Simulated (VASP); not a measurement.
Consider the following.

```
CELL_PARAMETERS angstrom
      2.80000     0.00000     0.00000
      0.00000     2.80000     0.00000
      0.00000     0.00000     3.67000
ATOMIC_POSITIONS crystal
  Cu 0.00000 0.00000 0.00000
  Au 0.50000 0.50000 0.50000
```

All values below come from PW91 GGA, VASP's PBE PAW potentials (set 64) (plane waves; VASP). Run with 520 eV cut-off, 12×12×9 Γ-centred mesh, first-order Methfessel-Paxton smearing of 0.10 eV, potentials Cu Au.

Energy and stress use the plane-wave basis of the starting cell.

### Question
The ions, cell shape and volume are relaxed. What does this cell relax into?

### Answer

```
CELL_PARAMETERS angstrom
      2.88945     0.00000     0.00000
      0.00000     2.88945     0.00000
      0.00000     0.00000     3.61342
ATOMIC_POSITIONS crystal
  Cu 0.00000 0.00000 0.00000
  Au 0.50000 0.50000 0.50000
```
Space group P4/mmm (123), at a tolerance of 0.03 Å.

### Question
How do energy and volume change from the first to the last step?

### Answer
The energy (σ→0) changes by -19.2 meV/atom and the volume by +4.8 %, in 11 ionic steps.

```json
[
 {"step": "1", "E(σ→0) (eV)": "-7.0548", "max force (eV/Å)": "0.000", "pressure (GPa)": "7.56", "volume (Å³)": "28.77"},
 {"step": "2", "E(σ→0) (eV)": "-7.0600", "max force (eV/Å)": "0.000", "pressure (GPa)": "-5.97", "volume (Å³)": "31.69"},
 {"step": "3", "E(σ→0) (eV)": "-7.0885", "max force (eV/Å)": "0.000", "pressure (GPa)": "-0.27", "volume (Å³)": "30.24"},
 {"step": "4", "E(σ→0) (eV)": "-7.0885", "max force (eV/Å)": "0.000", "pressure (GPa)": "-0.10", "volume (Å³)": "30.21"},
 {"step": "5", "E(σ→0) (eV)": "-7.0901", "max force (eV/Å)": "0.000", "pressure (GPa)": "0.17", "volume (Å³)": "30.21"},
 {"step": "6", "E(σ→0) (eV)": "-7.0927", "max force (eV/Å)": "0.000", "pressure (GPa)": "-0.15", "volume (Å³)": "30.20"},
 {"step": "7", "E(σ→0) (eV)": "-7.0931", "max force (eV/Å)": "0.000", "pressure (GPa)": "-0.14", "volume (Å³)": "30.20"},
 {"step": "8", "E(σ→0) (eV)": "-7.0931", "max force (eV/Å)": "0.000", "pressure (GPa)": "-0.18", "volume (Å³)": "30.20"},
 {"step": "9", "E(σ→0) (eV)": "-7.0932", "max force (eV/Å)": "0.000", "pressure (GPa)": "-0.16", "volume (Å³)": "30.20"},
 {"step": "10", "E(σ→0) (eV)": "-7.0931", "max force (eV/Å)": "0.000", "pressure (GPa)": "0.34", "volume (Å³)": "30.09"},
 {"step": "11", "E(σ→0) (eV)": "-7.0932", "max force (eV/Å)": "0.000", "pressure (GPa)": "0.03", "volume (Å³)": "30.17"}
]
```

The compound is CuAu in the L1_0 structure. This run relaxes it. Symmetry was kept, so distortions that lower it aren't found.
